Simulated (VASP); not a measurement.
Calculation: optB86b-vdW, VASP's PBE PAW potentials (set 64) (plane waves; VASP).

Input for VASP

**KPOINTS**
```
k-points along high-symmetry lines
15
Line-mode
Reciprocal
  0.000000   0.000000   0.000000 ! GAMMA
 -0.500000  -0.500000   0.000000 ! X

 -0.500000  -0.500000   0.000000 ! X
 -0.375000  -0.375000   0.250000 ! U

 -0.375000   0.000000   0.375000 ! K
  0.000000   0.000000   0.000000 ! GAMMA

  0.000000   0.000000   0.000000 ! GAMMA
  0.000000   0.000000   0.500000 ! L

  0.000000   0.000000   0.500000 ! L
 -0.500000  -0.250000   0.250000 ! W

 -0.500000  -0.250000   0.250000 ! W
 -0.500000  -0.500000   0.000000 ! X
```

### POSCAR
```
GaN
1
    0.0000000000     2.2600000000     2.2600000000
    2.2600000000     0.0000000000     2.2600000000
    2.2600000000     2.2600000000     0.0000000000
Ga N
1 1
Direct
  0.0000000000   0.0000000000   0.0000000000
  0.2500000000   0.2500000000   0.2500000000
```

### INCAR
```
! general
SYSTEM   = GaN
PREC     = Accurate
ENCUT    = 520   ! plane-wave cut-off (eV)
LREAL    = .False.   ! projection in real space or not
LASPH    = .True.
ICHARG   = 11   ! fixed density

! electronic loop
EDIFF    = 1E-7
NELM     = 100   ! most electronic steps
ALGO     = Normal   ! blocked Davidson
LMAXMIX  = 4

! smearing
ISMEAR   = 0
SIGMA    = 0.05   ! width (eV)

! functional
GGA      = MK
LUSE_VDW = .True.
AGGAC    = 0.0
PARAM1   = 0.1234
PARAM2   = 1.0

! output
LWAVE    = .False.
LCHARG   = .False.
LORBIT   = 11
```

POTCAR, in this order: Ga_d N (PBE.64 set). Program: vasp_std. Read from the step before: CHGCAR.

Output of the run:

**OSZICAR**
```
       N       E                     dE             d eps       ncg     rms          rms(c)
DAV:   1     0.903615129603E+02    0.90362E+02   -0.98402E+03  2486   0.251E+03
DAV:   2     0.440873424795E-01   -0.90317E+02   -0.85153E+02  2753   0.359E+02
DAV:   3    -0.634926071919E+01   -0.63933E+01   -0.63121E+01  2605   0.837E+01
DAV:   4    -0.645437474492E+01   -0.10511E+00   -0.10504E+00  2754   0.114E+01
DAV:   5    -0.645603722197E+01   -0.16625E-02   -0.16621E-02  2568   0.126E+00
DAV:   6    -0.645610947651E+01   -0.72255E-04   -0.72254E-04  3200   0.219E-01
DAV:   7    -0.645611038137E+01   -0.90487E-06   -0.90485E-06  2611   0.210E-02
DAV:   8    -0.645611042603E+01   -0.44655E-07   -0.44671E-07  2209   0.360E-03
   1 F= -.64561104E+01 E0= -.64561104E+01  d E =-.403473E-18
```

**OUTCAR**
```
 val. band max:        5.0701028510   @ k =   0.0000   0.0000   0.0000

 cond. band min:       6.7451510931   @ k =   0.0000   0.0000   0.0000



 k-point     1 :       0.0000    0.0000    0.0000
  band No.  band energies     occupation
      1     -10.7542      2.00000
      2      -8.4215      2.00000
      3      -8.4215      2.00000
      4      -8.4215      2.00000
      5      -8.1145      2.00000
      6      -8.1145      2.00000
      7       5.0701      2.00000
      8       5.0701      2.00000
      9       5.0701      2.00000
     10       6.7452      0.00000
     11      15.2671      0.00000
     12      15.2671      0.00000
     13      15.2671      0.00000

 k-point     2 :      -0.0357   -0.0357    0.0000
  band No.  band energies     occupation
      1     -10.7352      2.00000
      2      -8.4183      2.00000
      3      -8.4183      2.00000
      4      -8.4171      2.00000
      5      -8.1160      2.00000
      6      -8.1136      2.00000
      7       4.8580      2.00000
      8       5.0279      2.00000
      9       5.0279      2.00000
     10       6.9634      0.00000
     11      15.1441      0.00000
     12      15.3100      0.00000
     13      15.3100      0.00000

 k-point     3 :      -0.0714   -0.0714    0.0000
  band No.  band energies     occupation
      1     -10.6795      2.00000
      2      -8.4086      2.00000
      3      -8.4086      2.00000
      4      -8.4029      2.00000
      5      -8.1201      2.00000
      6      -8.1108      2.00000
      7       4.3978      2.00000
      8       4.9055      2.00000
      9       4.9055      2.00000
     10       7.4386      0.00000
     11      14.8092      0.00000
     12      15.4356      0.00000
     13      15.4356      0.00000

 k-point     4 :      -0.1071   -0.1071    0.0000
  band No.  band energies     occupation
      1     -10.5908      2.00000
      2      -8.3929      2.00000
      3      -8.3929      2.00000
      4      -8.3770      2.00000
...
```

The density is held fixed in this step, so its total energy and stress have no physical meaning.

The compound is GaN in the zinc blende structure, a metastable form; wurtzite is the usual one. The cell was not relaxed at this level.
